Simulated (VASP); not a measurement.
An input for Quantum ESPRESSO's pw.x (written as the equivalent of a VASP run, and not itself run):

```
&CONTROL
  calculation = 'scf'
  pseudo_dir = './pseudo'
  outdir = './out'
  tprnfor = .true.
  tstress = .true.
/
&SYSTEM
  ibrav = 0
  nat = 8
  ntyp = 3
  ecutwfc = 102
  occupations = 'tetrahedra'
  input_dft = 'pbesol'
/
&ELECTRONS
  conv_thr = 7.3e-09
  electron_maxstep = 100
/
ATOMIC_SPECIES
  Cd 112.414 Cd.upf
  Ge 72.630 Ge.upf
  As 74.922 As.upf
CELL_PARAMETERS angstrom
    -2.9739398    2.9739398    5.6431957
     2.9739398   -2.9739398    5.6431957
     2.9739398    2.9739398   -5.6431957
ATOMIC_POSITIONS crystal
  Cd   0.0000000  0.0000000  0.0000000
  Cd   0.7500000  0.2500000  0.5000000
  Ge   0.5000000  0.5000000  0.0000000
  Ge   0.2500000  0.7500000  0.5000000
  As   0.8750000  0.8495518  0.4745518
  As   0.1504482  0.6250000  0.0254482
  As   0.3750000  0.4004482  0.5254482
  As   0.5995518  0.1250000  0.9745518
K_POINTS automatic
  6 6 6 0 0 0
```

Question: Write the VASP files for the same calculation (PBEsol).

Answer: One answer among several that fit: 
**INCAR**
```
SYSTEM = CdGeAs2
PREC = Accurate
ENCUT = 400
EDIFF = 1E-7
NELM = 100
ALGO = Normal
LREAL = .FALSE.
LASPH = .TRUE.
ISMEAR = -5
GGA = PS
LMAXMIX = 4
LWAVE = .FALSE.
LCHARG = .TRUE.
LORBIT = 11
NEDOS = 601
ISIF = 2
LEFG = .TRUE.
```

**POSCAR**
```
CdGeAs2
1
   -2.9739398314     2.9739398314     5.6431956693
    2.9739398314    -2.9739398314     5.6431956693
    2.9739398314     2.9739398314    -5.6431956693
Cd Ge As
2 2 4
Direct
  0.0000000000   0.0000000000   0.0000000000
  0.7500000000   0.2500000000   0.5000000000
  0.5000000000   0.5000000000   0.0000000000
  0.2500000000   0.7500000000   0.5000000000
  0.8750000000   0.8495517722   0.4745517722
  0.1504482278   0.6250000000   0.0254482278
  0.3750000000   0.4004482278   0.5254482278
  0.5995517722   0.1250000000   0.9745517722
```

### KPOINTS
```
Automatic mesh
0
Gamma
 6 6 6
```

POTCAR, in this order: Cd Ge_d As (PBE.64 set). Program: vasp_std.

Limits of the translation: the potentials are each code's own (VASP's PAW set, PseudoDojo norm-conserving files in pw.x), so ENCUT and ecutwfc are chosen apart and not converted; conv_thr bounds pw.x's estimated SCF error, while EDIFF bounds the energy change between steps; the field gradients of LEFG aren't asked of the other code.

The compound is CdGeAs2 in the chalcopyrite structure. It was relaxed first.
